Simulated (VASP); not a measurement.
VASP ran on this input.

INCAR:
```
LCHARG = F
LASPH = T   ! aspherical one-centre terms
ALGO = Normal
PREC = Accurate
LREAL = F   ! projection in real space or not
LMIXTAU = T
METAGGA = R2SCAN
EDIFF = 1E-7   ! SCF stop (eV)
ISMEAR = 0   ! Gaussian
ISIF = 2   ! forces and stress, cell fixed
SYSTEM = ZnS
LMAXMIX = 4   ! l cut-off of mixed one-centre charges
LWAVE = F
NELM = 100   ! most electronic steps
SIGMA = 0.05   ! width (eV)
ENCUT = 480
```

**KPOINTS**
```
Regular mesh
0
gamma
8 8 8
```

### POSCAR
```
ZnS
3.6918270
  0.0000000000   0.7071066995   0.7071066995
  0.7071066995   0.0000000000   0.7071066995
  0.7071066995   0.7071066995   0.0000000000
Zn S
1 1
Direct
  0.0000000000   0.0000000000   0.0000000000
  0.2500000000   0.2500000000   0.2500000000
```

POTCAR, in this order: Zn S (PBE.64 set). Program: vasp_std.

### Question
Translate this r2SCAN calculation to Ansatz.

### Answer
One equivalent input (not run):
Ansatz 0.2 input:
```yaml
crystal:
  lattice:
    - [0.0000000, 2.6105156, 2.6105156]
    - [2.6105156, 0.0000000, 2.6105156]
    - [2.6105156, 2.6105156, 0.0000000]
  atoms:
    - { symbol: Zn, position: [0.0000000, 0.0000000, 0.0000000] }
    - { symbol: S, position: [0.2500000, 0.2500000, 0.2500000] }
kpoints:
  mp_grid: { grid: [8, 8, 8] }
hamiltonian:
  xc: r2scan
  pseudopotentials: { kind: paw }
scf:
  occupations: { method: gaussian, width: 0.05 }
  max_iter: 100
output: { forces: true, stress: true, eigenvalues: true }
```
The two are equivalent in intent, not identical: each code has its own PAW files, so the cut-off isn't converted (ENCUT is set for VASP's; basis.ecutwfc is left out, and Ansatz then takes the one that its files recommend); Ansatz stops its SCF on the density residual and VASP on the energy change (EDIFF).

The compound is ZnS in the zinc blende structure. This cell was strained or had an atom moved on purpose.
